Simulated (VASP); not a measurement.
# Li2CeGe (P6_3/mmc) in VASP: equation of state, part 2 of 2

VASP 6.6.1. Earlier steps stand in the parts before.

**6. Equation of state, PBE, collinear spin, ferromagnetic start, 19.17 Å³/atom (volume scaled by 1.04)**

The input, INCAR:

```
SYSTEM = Li2CeGe
ALGO = Normal
EDIFF = 1E-7
ENCUT = 520
GGA = PE
ISIF = 2
ISMEAR = -1
ISPIN = 2
LASPH = .TRUE.
LCHARG = .FALSE.
LMAXMIX = 6
LORBIT = 11
LREAL = .FALSE.
LWAVE = .FALSE.
MAGMOM = 1 1 0 0 0 0 0 0
NBANDS = 46
NELM = 120
PREC = Accurate
SIGMA = 0.05
```

The input, KPOINTS:

```
k-points
0
G
  7 7 4
  0 0 0
```

The input, POSCAR:

```
Li2CeGe
1.0
    4.8500546058      0.0000000000      0.0000000000
   -2.4250273029      4.2002704984      0.0000000000
    0.0000000000      0.0000000000      7.5297135575
Ce Ge Li
2 2 4
Direct
    0.0000000000      0.0000000000      0.5000000000
    0.0000000000      0.0000000000      0.0000000000
    0.6666666667      0.3333333333      0.2500000000
    0.3333333333      0.6666666667      0.7500000000
    0.3333333333      0.6666666667      0.1052220000
    0.6666666667      0.3333333333      0.6052220000
    0.6666666667      0.3333333333      0.8947780000
    0.3333333333      0.6666666667      0.3947780000
```

Potentials or basis: VASP PAW PBE potentials, release 64 (Ce, Ge_d, Li_sv).

Started as:

```sh
$ cat potpaw_PBE.64/Ce/POTCAR potpaw_PBE.64/Ge_d/POTCAR potpaw_PBE.64/Li_sv/POTCAR > POTCAR
$ mpirun -np 1 vasp_std > vasp.out
```

It took 7.1 min on 1 thread of Intel Xeon Platinum 8488C (Sapphire Rapids), shared host; peak memory 0.48 GiB.

It converged, with:

* Free energy: -30.4784 eV
* Largest force: 0.051 eV/Å
* Band gap on the k mesh: none (metal or under the smearing width)
* Net moment: 2.97 μB per cell
* Site moments: Ce +1.17; Ge -0.03; Li +0.01 μB
* Valence electrons inside the program's atomic spheres: Ce 9.68; Ge 12.26; Li 2.11

Caveat: the cutoff is under 1.25 times the usual one of these potentials, so pressure, stress and relaxed cells hold a basis-set (Pulay) error; the magnetic or orbital state may not be the lowest; spin-orbit coupling is left out, which moves the levels of the heavy elements; without U or exact exchange the open f shell lies at the Fermi level, which spoils levels, moments and volumes.

**7. Equation of state, PBE, collinear spin, ferromagnetic start, 19.54 Å³/atom (volume scaled by 1.06)**

The input, INCAR:

```
PREC = Accurate ; ENCUT = 520
EDIFF = 1E-7 ; ISMEAR = -1
SIGMA = 0.05 ; LREAL = F
LASPH = T ; NELM = 150
ALGO = Normal ; ISIF = 2
LWAVE = F ; LCHARG = F
ISPIN = 2 ; MAGMOM = 1 1 0 0 0 0 0 0
LORBIT = 11 ; LMAXMIX = 6
GGA = PE ; NBANDS = 46
```

The input, KPOINTS:

```
Automatic mesh
0
Gamma
  7 7 4
```

Changes to POSCAR since step 6:

```diff
@@ -2,5 +2,5 @@
 1.0
-    4.8500546058      0.0000000000      0.0000000000
-   -2.4250273029      4.2002704984      0.0000000000
-    0.0000000000      0.0000000000      7.5297135575
+    4.8809475063      0.0000000000      0.0000000000
+   -2.4404737531      4.2270245350      0.0000000000
+    0.0000000000      0.0000000000      7.5776748095
 Ce Ge Li
```

Potentials or basis: VASP PAW PBE potentials, release 64 (Ce, Ge_d, Li_sv).

Started as:

```sh
$ cat potpaw_PBE.64/Ce/POTCAR potpaw_PBE.64/Ge_d/POTCAR potpaw_PBE.64/Li_sv/POTCAR > POTCAR
$ mpirun -np 1 vasp_std > vasp.out
```

OUTCAR:

```text
PREC = Accurate
   ENCUT = 520
   EDIFF = 1E-7
   ISMEAR = -1
   LREAL = F
   LASPH = T
   NELM = 150
   ISIF = 2
   ISPIN = 2
   LORBIT = 11
   GGA = PE

 Found     24 irreducible k-points:

 Following reciprocal coordinates:
            Coordinates               Weight
  0.000000  0.000000  0.000000      1.000000
  0.142857  0.000000  0.000000      6.000000
  0.285714  0.000000  0.000000      6.000000
  0.428571  0.000000  0.000000      6.000000
  0.142857  0.142857  0.000000      6.000000
  0.285714  0.142857  0.000000     12.000000
   k-points           NKPTS =     24   k-points in BZ     NKDIM =     24   number of bands    NBANDS=     46
   number of dos      NEDOS =    301   number of ions     NIONS =      8
   total plane-waves  NPLWV =  72576
   dimension x,y,z NGX =    36 NGY =   36 NGZ =   56
   dimension x,y,z NGXF=    72 NGYF=   72 NGZF=  112
   ions per type =               2   2   4
   NGX,Y,Z   is equivalent  to a cutoff of  12.26, 12.26, 12.29 a.u.
   NGXF,Y,Z  is equivalent  to a cutoff of  24.52, 24.52, 24.57 a.u.
 SYSTEM =  unknown system
   PREC   = accura    normal or accurate (medium, high low for compatibility)
   ISTART =      0    job   : 0-new  1-cont  2-samecut
   ICHARG =      2    charge: 1-file 2-atom 10-const
   ISPIN  =      2    spin polarized calculation?
   LNONCOLLINEAR =      F non collinear calculations
   LSORBIT =      F    spin-orbit coupling
   LASPH  =      T    aspherical Exc in radial PAW
   ENCUT  =  520.0 eV  38.22 Ry    6.18 a.u.   9.08  9.08 14.09*2*pi/ulx,y,z
   NELM   =    150;   NELMIN=  2; NELMDL= -5     # of ELM steps
   EDIFF  = 0.1E-06   stopping-criterion for ELM
   LREAL  =      F    real-space projection
   EDIFFG = 0.1E-05   stopping-criterion for IOM
   NSW    =      0    number of steps for IOM
   IBRION =     -1    ionic relax: 0-MD 1-quasi-New 2-CG
   NFREE  =      0    steps in history (QN), initial steepest desc. (CG)
   ISIF   =      2    stress and relaxation
   ISYM   =      2    0-nonsym 1-usesym 2-fastsym
[... 337 lines left out ...]
      1     -41.2090      1.00000
      2     -41.2035      1.00000
      3     -41.1309      1.00000
      4     -41.1254      1.00000
      5     -28.8076      1.00000
      6     -28.7638      1.00000
[... 271 lines left out ...]
     43       6.9303      0.00000
     44       6.9363      0.00000

 [... further k-points ...]

 [bands above 44 left out]

------------------------ aborting loop because EDIFF is reached ----------------------------------------

  FORCE on cell =-STRESS in cart. coord.  units (eV):
  Direction    XX          YY          ZZ          XY          YZ          ZX
  --------------------------------------------------------------------------------------
  -------------------------------------------------------------------------------------
  Total       -2.2130287     -2.2130287     -2.4054423     -0.0000000     -0.0000000      0.0000000
  in kB      -22.6789399    -22.6789399    -24.6507791     -0.0000000     -0.0000000      0.0000000
  external PRESSURE =     -23.3362197 kB  Pullay stress =       0.0000000 kB

 VOLUME and BASIS-vectors are now :
 -----------------------------------------------------------------------------
  energy-cutoff  :      520.00
  volume of cell :      156.34
      direct lattice vectors                 reciprocal lattice vectors
     4.880947506  0.000000000  0.000000000     0.204878253  0.118286515  0.000000000
    -2.440473753  4.227024535  0.000000000     0.000000000  0.236573029  0.000000000
     0.000000000  0.000000000  7.577674810     0.000000000  0.000000000  0.131966603

 POSITION                                       TOTAL-FORCE (eV/Angst)
 -----------------------------------------------------------------------------------
      0.00000      0.00000      3.78884        -0.000000      0.000000      0.000000
      0.00000      0.00000      0.00000        -0.000000      0.000000      0.000000
      2.44047      1.40901      1.89442        -0.000000      0.000000      0.000000
     -0.00000      2.81802      5.68326         0.000000      0.000000      0.000000
     -0.00000      2.81802      0.79734        -0.000000     -0.000000     -0.068893
      2.44047      1.40901      4.58618         0.000000      0.000000     -0.068893
      2.44047      1.40901      6.78034         0.000000      0.000000      0.068893
     -0.00000      2.81802      2.99150        -0.000000     -0.000000      0.068893
 -----------------------------------------------------------------------------------
    total drift:                                0.000000      0.000000     -0.000000

  FREE ENERGIE OF THE ION-ELECTRON SYSTEM (eV)
  ---------------------------------------------------
  free  energy   TOTEN  =       -30.4449513276 eV

  energy  without entropy=      -30.3467027951  energy(sigma->0) =      -30.39582706

 total charge

# of ion       s       p       d       f       tot
--------------------------------------------------
    1        2.052   5.659   0.840   1.118   9.669
    2        2.052   5.659   0.840   1.118   9.669
    3        1.108   1.168   9.974   0.000  12.250
    4        1.108   1.168   9.974   0.000  12.250
    5        2.036   0.074   0.000   0.000   2.110
    6        2.036   0.074   0.000   0.000   2.110
    7        2.036   0.074   0.000   0.000   2.110
    8        2.036   0.074   0.000   0.000   2.110
--------------------------------------------------
tot         14.466  13.950  21.628   2.235  52.279

 magnetization (x)

# of ion       s       p       d       f       tot
--------------------------------------------------
    1        0.003  -0.003   0.181   1.004   1.185
    2        0.003  -0.003   0.181   1.004   1.185
    3       -0.005  -0.032   0.008   0.000  -0.029
    4       -0.005  -0.032   0.008   0.000  -0.029
    5        0.003   0.005   0.000   0.000   0.008
    6        0.003   0.005   0.000   0.000   0.008
    7        0.003   0.005   0.000   0.000   0.008
    8        0.003   0.005   0.000   0.000   0.008
--------------------------------------------------
tot          0.007  -0.049   0.379   2.008   2.344
```

OSZICAR:

```text
N       E                     dE             d eps       ncg     rms          rms(c)
DAV:   1     0.687763568963E+03    0.68776E+03   -0.27161E+04  4960   0.237E+03
DAV:   2     0.140456273567E+03   -0.54731E+03   -0.49105E+03  5102   0.614E+02
[... 15 lines left out ...]
DAV:  18    -0.304449415314E+02   -0.36957E-04   -0.10361E-04  6622   0.440E-02    0.186E-02
DAV:  19    -0.304449482185E+02   -0.66871E-05   -0.30833E-05  7330   0.184E-02    0.807E-03
DAV:  20    -0.304449507576E+02   -0.25390E-05   -0.45729E-06  6202   0.779E-03    0.600E-03
DAV:  21    -0.304449515754E+02   -0.81788E-06   -0.34981E-06  6006   0.588E-03    0.295E-03
DAV:  22    -0.304449514263E+02    0.14916E-06   -0.46663E-07  5574   0.262E-03    0.103E-03
DAV:  23    -0.304449513276E+02    0.98647E-07   -0.76362E-08  3598   0.121E-03
   1 F= -.30444951E+02 E0= -.30395827E+02  d E =-.982485E-01  mag=     3.0242
```

stdout:

```text
POSCAR found type information on POSCAR CeGeLi
 POSCAR found :  3 types and       8 ions
 scaLAPACK will be used
 LDA part: xc-table for (Slater+PW92), standard interpolation
 POSCAR, INCAR and KPOINTS ok, starting setup
 FFT: planning ... GRIDC
 FFT: planning ... GRID_SOFT
 FFT: planning ... GRID
 WAVECAR not read
 entering main loop
```

It took 7.2 min on 1 thread of Intel Xeon Platinum 8488C (Sapphire Rapids), shared host; peak memory 0.48 GiB.

Results:

```
Free energy                                           : -30.4450 eV
Largest force                                         : 0.069 eV/Å
Band gap on the k mesh                                : none (metal or under the smearing width)
Net moment                                            : 3.02 μB per cell
Site moments                                          : Ce +1.19; Ge -0.03; Li +0.01 μB
Valence electrons inside the program's atomic spheres : Ce 9.67; Ge 12.25; Li 2.11
```

Caveat: the cutoff is under 1.25 times the usual one of these potentials, so pressure, stress and relaxed cells hold a basis-set (Pulay) error; the magnetic or orbital state may not be the lowest; spin-orbit coupling is left out, which moves the levels of the heavy elements; without U or exact exchange the open f shell lies at the Fermi level, which spoils levels, moments and volumes.

**8. Equation of state, PBE, collinear spin, ferromagnetic start**

No new run: the results of the series are fitted here.

What came out:

```
Equilibrium volume                        : 18.51 Å³/atom
Bulk modulus at fixed shape and positions : 45 GPa
Pressure derivative of the bulk modulus   : 4.3
```

Energy against volume, from the lowest point:
| volume (Å³/atom) | energy (meV/atom) |
| --- | --- |
| 17.330 | 11.83 |
| 17.699 | 5.37 |
| 18.068 | 1.52 |
| 18.437 | 0.00 |
| 18.805 | 0.58 |
| 19.174 | 3.06 |
| 19.543 | 7.24 |

Caveat: the cutoff is under 1.25 times the usual one of these potentials, so pressure, stress and relaxed cells hold a basis-set (Pulay) error; the magnetic or orbital state may not be the lowest; the cell was scaled at fixed shape and fractional positions, which overstates the stiffness of a crystal with free parameters, most of all of layers and chains; spin-orbit coupling is left out, which moves the levels of the heavy elements; without U or exact exchange the open f shell lies at the Fermi level, which spoils levels, moments and volumes. The state reached can hang on the start; a lower one may exist.
